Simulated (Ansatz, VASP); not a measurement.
# KCdF3: VASP beside Ansatz, part 2 of 2

Aim: how closely do two programs agree when they are given the same cell, functional and k mesh? The cell is taken from a series of runs on this material, whose earlier steps may have relaxed, scaled, displaced or heated it; both programs get it as it stands.

VASP 6.6.1 and Ansatz 0.2.0.

So far: The starting structure; Ansatz: dielectric response, LDA.

## (3) VASP: dielectric response, LDA

Level of this step: LDA; plane waves and PAW (K_sv, Cd, F) (VASP).

The same cell, functional (in two slightly different forms) and mesh now go to VASP, with its own data sets.

Lines of VASP's logs that name or quote its potential files are left out, and so is its time.

File INCAR:

```
SYSTEM = KCdF3
PREC = Accurate
ENCUT = 520
EDIFF = 1E-08
NELM = 120
ISMEAR = 0
SIGMA = 0.01
LREAL = .FALSE.
ALGO = Normal
GGA = CA
NBANDS = 27
LORBIT = 11
LWAVE = .FALSE.
LCHARG = .FALSE.
ISIF = 2
LEPSILON = .TRUE.
LASPH = .TRUE.
GGA_COMPAT = .FALSE.
KPAR = 2
```

File POSCAR:

```
KCdF3
1.0
    4.3820890200      0.0000000000      0.0000000000
    0.0000000000      4.3820890200      0.0000000000
    0.0000000000      0.0000000000      4.3820890200
K Cd F
1 1 3
Direct
    0.0000000000      0.0000000000      0.0000000000
    0.5000000000      0.5000000000      0.5000000000
    0.0000000000      0.5000000000      0.5000000000
    0.5000000000      0.0000000000      0.5000000000
    0.5000000000      0.5000000000      0.0000000000
```

File KPOINTS:

```
Automatic mesh
0
Gamma
6 6 6
0 0 0
```

PAW data sets: K_sv, Cd and F (LDA family, release 64).

Started as:

```
mpirun -np 2 vasp_std
```

Numbers of over 12 decimals in the logs are rounded to 6 here.

The program printed:

```text
[banner, memory and clock lines left out]
running    2 mpi-ranks, on    1 nodes
 distrk:  each k-point on    1 cores,    2 groups
 distr:  one band on    1 cores,    1 groups

 POSCAR found type information on POSCAR K CdF
 POSCAR found :  3 types and       5 ions
 LDA part: xc-table for (Slater(with rela. corr.)+CA(PZ))
 , standard interpolation
 POSCAR, INCAR and KPOINTS ok, starting setup
 FFT: planning ... GRIDC
 FFT: planning ... GRID_SOFT
 FFT: planning ... GRID
 WAVECAR not read
 entering main loop
       N       E                     dE             d eps       ncg     rms          rms(c)
DAV:   1     0.365937971863E+03    0.36594E+03   -0.23032E+04  1080   0.153E+03
DAV:   2    -0.130008481607E+01   -0.36724E+03   -0.35822E+03  1243   0.417E+02
DAV:   3    -0.235644295768E+02   -0.22264E+02   -0.22179E+02  1343   0.104E+02
DAV:   4    -0.241345205923E+02   -0.57009E+00   -0.56921E+00  1776   0.138E+01
DAV:   5    -0.241376811649E+02   -0.31606E-02   -0.31599E-02  1305   0.976E-01    0.130E+01
DAV:   6    -0.217409029859E+02    0.23968E+01   -0.90518E+00  1558   0.350E+01    0.958E+00
DAV:   7    -0.217161437350E+02    0.24759E-01   -0.90908E-01  1221   0.749E+00    0.588E+00
DAV:   8    -0.216709810886E+02    0.45163E-01   -0.27790E-01  1221   0.397E+00    0.929E-01
DAV:   9    -0.216553477068E+02    0.15633E-01   -0.70202E-02  1349   0.216E+00    0.136E-01
DAV:  10    -0.216557747268E+02   -0.42702E-03   -0.44815E-03  1341   0.624E-01    0.116E-01
DAV:  11    -0.216558282449E+02   -0.53518E-04   -0.21887E-04  1557   0.146E-01    0.707E-02
DAV:  12    -0.216558068061E+02    0.21439E-04   -0.16905E-04  1193   0.104E-01    0.164E-02
DAV:  13    -0.216558070201E+02   -0.21396E-06   -0.44242E-06  1335   0.171E-02    0.886E-03
DAV:  14    -0.216558069911E+02    0.28992E-07   -0.11725E-07  1373   0.269E-03    0.312E-03
DAV:  15    -0.216558069720E+02    0.19083E-07   -0.69155E-08  1327   0.282E-03    0.978E-04
DAV:  16    -0.216558069711E+02    0.94815E-09   -0.88273E-09   735   0.773E-04
   1 F= -.21655807E+02 E0= -.21655807E+02  d E =-.554905E-67
 Linear response reoptimize wavefunctions to high precision
DAV:   1    -0.216558069711E+02   -0.66393E-10   -0.19506E-09   780   0.326E-04
DAV:   2    -0.216558069711E+02   -0.17280E-10   -0.28093E-10   711   0.125E-04
 Linear response G [H, r] |phi>, progress :
  Direction:   1
       N       E                     dE             d eps       ncg     rms
RMM:   1    -0.157067464572E+03   -0.15707E+03    0.34415E+02  2036   0.108E+02
RMM:   2    -0.156594408106E+03    0.47306E+00   -0.89351E+00  1774   0.202E+01
RMM:   3    -0.156871232149E+03   -0.27682E+00   -0.13064E+00  2074   0.418E+00
RMM:   4    -0.156916590893E+03   -0.45359E-01   -0.26351E-01  2188   0.122E+00
RMM:   5    -0.156926767902E+03   -0.10177E-01   -0.74134E-02  2232   0.528E-01
RMM:   6    -0.156929064653E+03   -0.22968E-02   -0.25956E-02  2291   0.270E-01
RMM:   7    -0.156930137965E+03   -0.10733E-02   -0.56936E-03  2289   0.126E-01
RMM:   8    -0.156930336694E+03   -0.19873E-03    0.38819E-03  2275   0.600E-02
RMM:   9    -0.156930377213E+03   -0.40519E-04   -0.86751E-04  2271   0.328E-02
RMM:  10    -0.156930384018E+03   -0.68047E-05    0.33564E-03  2213   0.184E-02
RMM:  11    -0.156930388412E+03   -0.43940E-05    0.11400E-04  2163   0.127E-02
RMM:  12    -0.156930386554E+03    0.18579E-05   -0.21441E-04  2159   0.979E-03
RMM:  13    -0.156930387965E+03   -0.14111E-05    0.46649E-04  2135   0.837E-03
RMM:  14    -0.156930384973E+03    0.29924E-05    0.38522E-04  2153   0.763E-03
RMM:  15    -0.156930386073E+03   -0.11006E-05    0.14491E-04  2122   0.724E-03
RMM:  16    -0.156930386470E+03   -0.39684E-06    0.24606E-04  2120   0.704E-03
RMM:  17    -0.156930388223E+03   -0.17531E-05    0.29895E-04  2108   0.694E-03
 Linear response G [H, r] |phi>, progress :
  Direction:   2
       N       E                     dE             d eps       ncg     rms
RMM:   1    -0.159249711981E+03   -0.15925E+03    0.34448E+02  2103   0.112E+02
RMM:   2    -0.156983251245E+03    0.22665E+01   -0.11422E+01  1765   0.234E+01
RMM:   3    -0.157275808158E+03   -0.29256E+00   -0.14642E+00  2101   0.464E+00
RMM:   4    -0.157322852024E+03   -0.47044E-01   -0.27607E-01  2232   0.136E+00
RMM:   5    -0.157334597278E+03   -0.11745E-01   -0.67025E-02  2281   0.571E-01
RMM:   6    -0.157336989349E+03   -0.23921E-02   -0.21170E-02  2331   0.280E-01
RMM:   7    -0.157337828702E+03   -0.83935E-03   -0.51598E-03  2346   0.136E-01
RMM:   8    -0.157338005897E+03   -0.17720E-03    0.32480E-03  2335   0.675E-02
RMM:   9    -0.157338044610E+03   -0.38713E-04    0.47352E-03  2342   0.377E-02
RMM:  10    -0.157338053208E+03   -0.85973E-05    0.16171E-03  2308   0.215E-02
RMM:  11    -0.157338055746E+03   -0.25380E-05    0.30383E-03  2262   0.146E-02
RMM:  12    -0.157338056150E+03   -0.40445E-06    0.23572E-03  2257   0.115E-02
RMM:  13    -0.157338052681E+03    0.34688E-05    0.23560E-03  2246   0.100E-02
[...]
RMM:  12    -0.153526903980E+03   -0.10638E-05    0.14788E-03  2207   0.105E-02
RMM:  13    -0.153526905460E+03   -0.14802E-05   -0.89304E-04  2219   0.906E-03
RMM:  14    -0.153526903739E+03    0.17203E-05    0.27653E-04  2210   0.834E-03
RMM:  15    -0.153526903525E+03    0.21405E-06   -0.35466E-04  2186   0.796E-03
[...]
RMM:   2    -0.328873348704E+00   -0.54837E-02   -0.25993E-02  1946   0.692E-01
RMM:   3    -0.330938635641E+00   -0.20653E-02   -0.55168E-03  2120   0.203E-01
RMM:   4    -0.331342796022E+00   -0.40416E-03   -0.87539E-04  2155   0.704E-02
RMM:   5    -0.331405075944E+00   -0.62280E-04   -0.15459E-04  2146   0.296E-02
RMM:   6    -0.331418153099E+00   -0.13077E-04   -0.34578E-05  2020   0.136E-02
RMM:   7    -0.331420910494E+00   -0.27574E-05   -0.53097E-06  1925   0.654E-03
RMM:   8    -0.331421544784E+00   -0.63429E-06    0.99197E-07  1917   0.337E-03
RMM:   9    -0.331421690248E+00   -0.14546E-06   -0.61634E-06  1923   0.173E-03
RMM:  10    -0.331421716106E+00   -0.25858E-07    0.26393E-06  1889   0.943E-04
RMM:  11    -0.331421723935E+00   -0.78291E-08   -0.21045E-06  1844   0.629E-04
RMM:  12    -0.331421725444E+00   -0.15081E-08    0.37207E-07  1795   0.479E-04
RMM:  13    -0.331421725635E+00   -0.19119E-09    0.82656E-09  1755   0.416E-04
 change of polarisation eV/A/(eV/A) component  3 :    -0.037    -0.046     0.663
 dielectric tensor                  component  3 :    -0.080    -0.098     2.425
 Linear response to external field, progress :
  Direction:   1
       N       E                     dE             d eps       ncg     rms          rms(c)
RMM:   1    -0.334892243796E+00   -0.33489E+00   -0.92573E-01  4185   0.315E+00
RMM:   2    -0.341347935683E+00   -0.64557E-02   -0.26434E-02  3845   0.693E-01    0.966E-01
RMM:   3    -0.326449448946E+00    0.14898E-01   -0.21188E-02  3445   0.757E-01    0.497E-01
RMM:   4    -0.331224159285E+00   -0.47747E-02   -0.13286E-02  3571   0.644E-01    0.129E-01
RMM:   5    -0.335646224427E+00   -0.44221E-02   -0.21952E-03  4048   0.227E-01    0.286E-02
RMM:   6    -0.336176510742E+00   -0.53029E-03   -0.44568E-04  4205   0.740E-02    0.199E-02
RMM:   7    -0.336556329243E+00   -0.37982E-03   -0.82469E-05  4157   0.333E-02    0.737E-03
RMM:   8    -0.336506512016E+00    0.49817E-04   -0.18953E-05  4282   0.164E-02    0.261E-03
RMM:   9    -0.336526717400E+00   -0.20205E-04   -0.62739E-06  4520   0.668E-03    0.116E-03
RMM:  10    -0.336530563034E+00   -0.38456E-05   -0.21483E-07  4489   0.303E-03    0.702E-04
RMM:  11    -0.336529572195E+00    0.99084E-06    0.23203E-07  4532   0.167E-03    0.318E-04
RMM:  12    -0.336528184436E+00    0.13878E-05   -0.66751E-07  4319   0.950E-04    0.153E-04
RMM:  13    -0.336528278337E+00   -0.93901E-07   -0.50188E-07  3905   0.608E-04    0.984E-05
RMM:  14    -0.336528364766E+00   -0.86429E-07   -0.20399E-07  3973   0.462E-04    0.296E-05
RMM:  15    -0.336528405974E+00   -0.41208E-07   -0.27062E-07  3769   0.395E-04    0.515E-06
 change of polarisation eV/A/(eV/A) component  1 :     0.639    -0.070    -0.047
 dielectric tensor                  component  1 :     2.373    -0.151    -0.101
 Linear response to external field, progress :
  Direction:   2
       N       E                     dE             d eps       ncg     rms          rms(c)
RMM:   1    -0.334888674540E+00   -0.33489E+00   -0.92569E-01  4184   0.315E+00
RMM:   2    -0.341347786377E+00   -0.64591E-02   -0.26435E-02  3845   0.693E-01    0.966E-01
RMM:   3    -0.326450444230E+00    0.14897E-01   -0.21193E-02  3447   0.757E-01    0.497E-01
RMM:   4    -0.331225151987E+00   -0.47747E-02   -0.13284E-02  3567   0.644E-01    0.129E-01
RMM:   5    -0.335647161257E+00   -0.44220E-02   -0.21949E-03  4047   0.227E-01    0.286E-02
RMM:   6    -0.336176518788E+00   -0.52936E-03   -0.44585E-04  4203   0.741E-02    0.199E-02
RMM:   7    -0.336555804169E+00   -0.37929E-03   -0.73365E-05  4158   0.332E-02    0.737E-03
RMM:   8    -0.336507953231E+00    0.47851E-04   -0.42977E-05  4289   0.163E-02    0.259E-03
RMM:   9    -0.336527050844E+00   -0.19098E-04   -0.86567E-06  4528   0.669E-03    0.117E-03
RMM:  10    -0.336530972934E+00   -0.39221E-05   -0.92755E-08  4449   0.299E-03    0.751E-04
RMM:  11    -0.336530635453E+00    0.33748E-06    0.32680E-07  4538   0.169E-03    0.382E-04
RMM:  12    -0.336528800611E+00    0.18348E-05    0.20230E-07  4326   0.981E-04    0.142E-04
RMM:  13    -0.336528833777E+00   -0.33165E-07    0.13379E-08  3918   0.622E-04    0.936E-05
RMM:  14    -0.336528870961E+00   -0.37184E-07   -0.10849E-07  3919   0.466E-04    0.594E-05
RMM:  15    -0.336528934887E+00   -0.63926E-07   -0.27779E-07  4030   0.411E-04    0.321E-05
RMM:  16    -0.336528902403E+00    0.32484E-07   -0.20788E-08  3523   0.366E-04    0.132E-05
RMM:  17    -0.336528909448E+00   -0.70441E-08   -0.75950E-08  3321   0.354E-04    0.210E-05
 change of polarisation eV/A/(eV/A) component  2 :    -0.070     0.639    -0.047
 dielectric tensor                  component  2 :    -0.151     2.373    -0.101
 Linear response to external field, progress :
  Direction:   3
       N       E                     dE             d eps       ncg     rms          rms(c)
RMM:   1    -0.334987981749E+00   -0.33499E+00   -0.92668E-01  4163   0.314E+00
RMM:   2    -0.341358796148E+00   -0.63708E-02   -0.26809E-02  3829   0.691E-01    0.966E-01
RMM:   3    -0.326457240172E+00    0.14902E-01   -0.21127E-02  3434   0.755E-01    0.497E-01
RMM:   4    -0.331228101550E+00   -0.47709E-02   -0.13258E-02  3562   0.643E-01    0.129E-01
RMM:   5    -0.335646209506E+00   -0.44181E-02   -0.21668E-03  4028   0.226E-01    0.284E-02
RMM:   6    -0.336180624339E+00   -0.53441E-03   -0.44664E-04  4181   0.732E-02    0.199E-02
RMM:   7    -0.336557808830E+00   -0.37718E-03   -0.82416E-05  4144   0.328E-02    0.734E-03
RMM:   8    -0.336508122139E+00    0.49687E-04   -0.16560E-05  4281   0.161E-02    0.259E-03
RMM:   9    -0.336526989727E+00   -0.18868E-04   -0.11505E-06  4500   0.653E-03    0.115E-03
RMM:  10    -0.336530851564E+00   -0.38618E-05   -0.81639E-07  4436   0.297E-03    0.703E-04
RMM:  11    -0.336530017351E+00    0.83421E-06    0.15633E-07  4524   0.167E-03    0.280E-04
RMM:  12    -0.336528591842E+00    0.14255E-05   -0.31935E-07  4280   0.950E-04    0.147E-04
RMM:  13    -0.336528650055E+00   -0.58213E-07   -0.97509E-07  3885   0.604E-04    0.956E-05
RMM:  14    -0.336528682262E+00   -0.32206E-07   -0.29747E-07  3897   0.456E-04    0.478E-05
RMM:  15    -0.336528725108E+00   -0.42846E-07   -0.18329E-07  3966   0.399E-04    0.221E-05
RMM:  16    -0.336528714872E+00    0.10236E-07   -0.13322E-07  3489   0.357E-04    0.790E-06
 change of polarisation eV/A/(eV/A) component  3 :    -0.047    -0.071     0.639
 dielectric tensor                  component  3 :    -0.100    -0.152     2.373
 Born effective charges drift removed
```

Parts of OUTCAR (step 3):

```text
ion  position               nearest neighbor table
   1  0.000  0.000  0.000-   2 3.80   2 3.80   2 3.80   2 3.80   2 3.80   2 3.80   2 3.80   2 3.80

  LATTYP: Found a simple cubic cell.
 ALAT       =     4.3820890200

 Subroutine GETGRP returns: Found 48 space group operations
 (whereof 48 operations were pure point group operations)

The static configuration has the point symmetry O_h .

 Found     20 irreducible k-points:

   k-points           NKPTS =     20   k-points in BZ     NKDIM =     20   number of bands    NBANDS=     27

   dimension x,y,z NGX =    36 NGY =   36 NGZ =   36
   dimension x,y,z NGXF=    72 NGYF=   72 NGZF=   72

   ENCUT  =  520.0 eV  38.22 Ry    6.18 a.u.   8.15  8.15  8.15*2*pi/ulx,y,z

   NELECT =      42.0000    total number of electrons

 k-points in reciprocal lattice and weights: Automatic mesh
   0.00000000  0.00000000  0.00000000       0.005
   0.16666667  0.00000000  0.00000000       0.028
   0.33333333  0.00000000  0.00000000       0.028
   0.50000000  0.00000000  0.00000000       0.014
   0.16666667  0.16666667  0.00000000       0.056
   0.33333333  0.16666667  0.00000000       0.111
   0.50000000  0.16666667  0.00000000       0.056
   0.33333333  0.33333333  0.00000000       0.056
   0.50000000  0.33333333  0.00000000       0.056
[...]
0.50000000  0.50000000  0.33333333       0.028
   0.50000000  0.50000000  0.50000000       0.005

 average (electrostatic) potential at core
       1 -36.0237       2 -40.7040       3 -78.5771       4 -78.5771       5 -78.5771

  Total       -1.5124282     -1.5124282     -1.5124282      0.0000000     -0.0000000      0.0000000
  in kB      -28.7966360    -28.7966360    -28.7966360      0.0000000     -0.0000000      0.0000000
  external PRESSURE =     -28.7966360 kB  Pullay stress =       0.0000000 kB

  energy-cutoff  :      520.00
  volume of cell :       84.15
      direct lattice vectors                 reciprocal lattice vectors
     4.382089020  0.000000000  0.000000000     0.228201663  0.000000000  0.000000000
     0.000000000  4.382089020  0.000000000     0.000000000  0.228201663  0.000000000
     0.000000000  0.000000000  4.382089020     0.000000000  0.000000000  0.228201663

 POSITION                                       TOTAL-FORCE (eV/Angst)
 -----------------------------------------------------------------------------------
      0.00000      0.00000      0.00000         0.000000      0.000000      0.000000
      2.19104      2.19104      2.19104         0.000000      0.000000      0.000000
      0.00000      2.19104      2.19104         0.000000      0.000000      0.000000
      2.19104      0.00000      2.19104         0.000000      0.000000      0.000000
      2.19104      2.19104      0.00000         0.000000      0.000000      0.000000
 -----------------------------------------------------------------------------------
    total drift:                                0.000000      0.000000      0.000000

 MACROSCOPIC STATIC DIELECTRIC TENSOR (including local field effects in DFT)
 ------------------------------------------------------
           2.373471    -0.000000     0.000000
           0.000000     2.373471     0.000000
          -0.000000    -0.000000     2.373471
 ------------------------------------------------------

 PIEZOELECTRIC TENSOR (including local field effects)  for field in x, y, z        (C/m^2)
          XX          YY          ZZ          XY          YZ          ZX
  --------------------------------------------------------------------------------
  x     0.00000     0.00000     0.00000     0.00000     0.00000     0.00000
  y     0.00000     0.00000     0.00000     0.00000     0.00000     0.00000
  z     0.00000     0.00000     0.00000     0.00000     0.00000     0.00000

 BORN EFFECTIVE CHARGES (including local field effects) (in |e|, cummulative output)
 ---------------------------------------------------------------------------------
 ion    1
    1     1.19292     0.00000    -0.00000
    2    -0.00000     1.19292     0.00000
    3    -0.00000     0.00000     1.19292
 ion    2
    1     2.29368    -0.00000     0.00000
    2    -0.00000     2.29368     0.00000
    3     0.00000     0.00000     2.29368
 ion    3
    1    -1.73622    -0.00000     0.00000
    2     0.00000    -0.87519     0.00000
    3     0.00000    -0.00000    -0.87519
 ion    4
    1    -0.87519     0.00000     0.00000
    2    -0.00000    -1.73622     0.00000
    3     0.00000     0.00000    -0.87519
 ion    5
    1    -0.87519    -0.00000    -0.00000
    2     0.00000    -0.87519    -0.00000
    3    -0.00000    -0.00000    -1.73622
```

## (4) Differences

Known differences besides the potentials themselves: the two LDA forms differ slightly; fixed occupations in Ansatz, narrow Gaussian smearing in VASP; the data sets hold 50 valence electrons in Ansatz (on its default PAW (the set named soft_2) files) and 42 in VASP; the cutoff is 420 eV in Ansatz and 520 eV in VASP; VASP's log shows a relativistic correction to its local exchange, Ansatz's none. Total energies have different zeros and are not compared.

The two programs side by side:

```tsv
quantity	Ansatz	VASP	difference
ε∞ xx	2.40	2.37	+0.96 %
ε∞ yy	2.40	2.37	+0.96 %
ε∞ zz	2.40	2.37	+0.96 %
```

## (5) Summary of results

| Item | Value |
| --- | --- |
| difference in ε∞ xx (dielectric response, LDA) | 0.96 % |

The difference in ε∞ xx is 0.96 % (dielectric response, LDA), within the 5 % picked in this series as the mark of a large difference. The data sets hold unlike numbers of valence electrons (50 in Ansatz and 42 in VASP), so part of the differences comes from the potentials. How closely two codes agree says nothing of how well the functional describes the real material.

[Lines on the potential files, build, host, timing and source positions are cut from VASP's logs without a mark.]

[Logs are printed without paths, hosts, clocks, repeated set-up lines and the standing remarks that a program may print on its own settings, such as how far it seeks lower states.]

[Hosts, paths, dates, database ids (printed as entryN), source tags and the programs' standing remarks are cut or masked in the printed files.]
